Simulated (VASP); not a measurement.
Computed with PBE GGA, VASP's PBE PAW potentials (set 64) (plane waves; VASP 6.6.1).

VASP ran on this input.

**POSCAR**
```
ZnCu2SnSe4
1
   -2.8826509931     2.8826510503     5.7546230518
    2.8826509931    -2.8826510503     5.7546230518
    2.8826510503     2.8826509931    -5.7546230518
Cu Zn Sn Se
2 1 1 4
Direct
  0.0000000000   0.0000000000   0.0000000000
  0.7500000000   0.2500000000   0.5000000000
  0.2500000000   0.7500000000   0.5000000000
  0.5000000000   0.5000000000   0.0000000000
  0.6382064468   0.6292898717   0.5280009219
  0.1012889498   0.1102055249   0.4719990781
  0.3707101283   0.8987110502   0.0089165751
  0.8897944751   0.3617935532   0.9910834249
```

INCAR:
```
LWAVE = F
LMAXMIX = 4
GGA = PE   ! PBE
EDIFF = 1E-6   ! SCF stop (eV)
NELM = 100   ! most electronic steps
SIGMA = 0.05   ! width (eV)
LCHARG = T
LASPH = T   ! aspherical one-centre terms
LREAL = F   ! projection in real space or not
PREC = Accurate
SYSTEM = ZnCu2SnSe4
ISMEAR = 0
ENCUT = 400   ! plane-wave cut-off (eV)
ALGO = Normal   ! blocked Davidson
```

File KPOINTS:
```
Automatic mesh
0
Gamma
5 5 5
0 0 0
```

POTCAR, in this order: Cu Zn Sn_d Se (PBE.64 set). Program: vasp_std.

Output

OSZICAR:
```
       N       E                     dE             d eps       ncg     rms          rms(c)
DAV:   1     0.629283583650E+03    0.62928E+03   -0.27392E+04  1806   0.166E+03
DAV:   2     0.699845511250E+02   -0.55930E+03   -0.54667E+03  1814   0.432E+02
DAV:   3    -0.248732642777E+02   -0.94858E+02   -0.93010E+02  2347   0.186E+02
DAV:   4    -0.311681812613E+02   -0.62949E+01   -0.62324E+01  2364   0.481E+01
DAV:   5    -0.314100020880E+02   -0.24182E+00   -0.24142E+00  2556   0.103E+01    0.124E+01
DAV:   6    -0.316860094496E+02   -0.27601E+00   -0.35824E+01  2737   0.951E+01    0.986E+00
DAV:   7    -0.295009059761E+02    0.21851E+01   -0.86152E+00  2316   0.711E+01    0.478E+00
DAV:   8    -0.297052144275E+02   -0.20431E+00   -0.44721E+00  2828   0.270E+01    0.337E+00
DAV:   9    -0.295938247240E+02    0.11139E+00   -0.13242E+00  2497   0.198E+01    0.746E-01
DAV:  10    -0.295894141843E+02    0.44105E-02   -0.10360E-01  2620   0.618E+00    0.229E-01
DAV:  11    -0.295907113190E+02   -0.12971E-02   -0.14996E-02  2793   0.175E+00    0.142E-01
DAV:  12    -0.295907120453E+02   -0.72627E-06   -0.22558E-03  2836   0.922E-01    0.402E-02
DAV:  13    -0.295907629047E+02   -0.50859E-04   -0.50485E-04  2832   0.422E-01    0.324E-02
DAV:  14    -0.295907560954E+02    0.68094E-05   -0.10039E-04  2780   0.169E-01    0.141E-02
DAV:  15    -0.295907636146E+02   -0.75193E-05   -0.39228E-05  2592   0.670E-02    0.639E-03
DAV:  16    -0.295907635410E+02    0.73625E-07   -0.58551E-06  2020   0.380E-02
   1 F= -.29590764E+02 E0= -.29590485E+02  d E =-.556097E-03
```

OUTCAR:
```
------------------------ aborting loop because EDIFF is reached ----------------------------------------
  FORCE on cell =-STRESS in cart. coord.  units (eV):
  Direction    XX          YY          ZZ          XY          YZ          ZX
  --------------------------------------------------------------------------------------
  Total        0.0104026      0.0104026      0.0563247      0.0000001      0.0000000      0.0000000
  in kB        0.0871352      0.0871352      0.4717894      0.0000007      0.0000000      0.0000000
  external PRESSURE =       0.2153532 kB  Pullay stress =       0.0000000 kB
  volume of cell :      191.28
      direct lattice vectors                 reciprocal lattice vectors
    -2.882650993  2.882651050  5.754623052     0.000000002  0.173451450  0.086886664
     2.882650993 -2.882651050  5.754623052     0.173451450 -0.000000002  0.086886664
     2.882651050  2.882650993 -5.754623052     0.173451452  0.173451448  0.000000000
 POSITION                                       TOTAL-FORCE (eV/Angst)
 -----------------------------------------------------------------------------------
      0.00000      0.00000      0.00000         0.000000      0.000000     -0.000000
      0.00000      2.88265      2.87731         0.000000      0.000000     -0.000000
      2.88265     -0.00000      2.87731         0.000000     -0.000000     -0.000000
      0.00000      0.00000      5.75462         0.000000     -0.000000     -0.000000
      1.49634      1.54775      4.25552        -0.003045      0.006783      0.007833
      1.38631      1.33491     -1.49911         0.003045     -0.006783      0.007833
      1.54775     -1.49634      7.25373         0.006783      0.003045     -0.007833
      1.33491      4.37899      1.49911        -0.006783     -0.003045     -0.007833
 -----------------------------------------------------------------------------------
    total drift:                                0.000045      0.000046      0.000042
  FREE ENERGIE OF THE ION-ELECTRON SYSTEM (eV)
  ---------------------------------------------------
  free  energy   TOTEN  =       -29.5907635410 eV

  energy  without entropy=      -29.5902074443  energy(sigma->0) =      -29.59048549
```
(Selected blocks of OUTCAR.)

OUTCAR:
```
 val. band max:        3.5842540256   @ k =   0.0000   0.0000   0.0000

 cond. band min:       3.6181612650   @ k =   0.0000   0.0000   0.0000


 Fermi energy:         3.6121112809

 k-point     1 :       0.0000    0.0000    0.0000
  band No.  band energies     occupation
      1     -18.5626      2.00000
      2     -18.5597      2.00000
      3     -18.5597      2.00000
      4     -18.5142      2.00000
      5     -18.5109      2.00000
      6     -10.5107      2.00000
      7      -9.3801      2.00000
      8      -9.3691      2.00000
      9      -9.3691      2.00000
     10      -4.1459      2.00000
     11      -3.4561      2.00000
     12      -3.4110      2.00000
     13      -3.4110      2.00000
     14      -3.4051      2.00000
     15      -3.3307      2.00000
     16      -1.7293      2.00000
     17      -1.1720      2.00000
     18      -0.8750      2.00000
     19      -0.3248      2.00000
     20      -0.3005      2.00000
     21      -0.3005      2.00000
     22       0.2445      2.00000
     23       0.2445      2.00000
     24       0.6149      2.00000
     25       0.6149      2.00000
     26       0.6464      2.00000
     27       1.4274      2.00000
     28       1.5911      2.00000
     29       1.7065      2.00000
     30       1.9125      2.00000
     31       1.9836      2.00000
     32       1.9836      2.00000
     33       2.1140      2.00000
     34       3.3104      2.00000
     35       3.5843      1.56927
     36       3.5843      1.56926
     37       3.6182      0.86413
     38       5.3668      0.00000
     39       5.8515      0.00000
     40       6.9752      0.00000
     41       6.9752      0.00000
     42       8.0241      0.00000
     43       8.2884      0.00000

 k-point     2 :       0.2000    0.0000    0.0000
  band No.  band energies     occupation
      1     -18.5627      2.00000
      2     -18.5597      2.00000
      3     -18.5597      2.00000
      4     -18.5141      2.00000
      5     -18.5109      2.00000
...
```

Unless said otherwise, spin-orbit coupling is left out, though it shifts the bands of the heavy elements here.

The structure was generated: ZnCu2SnSe4 was put into the kesterite type (I-4), a phase also known from measurement. It was relaxed first.
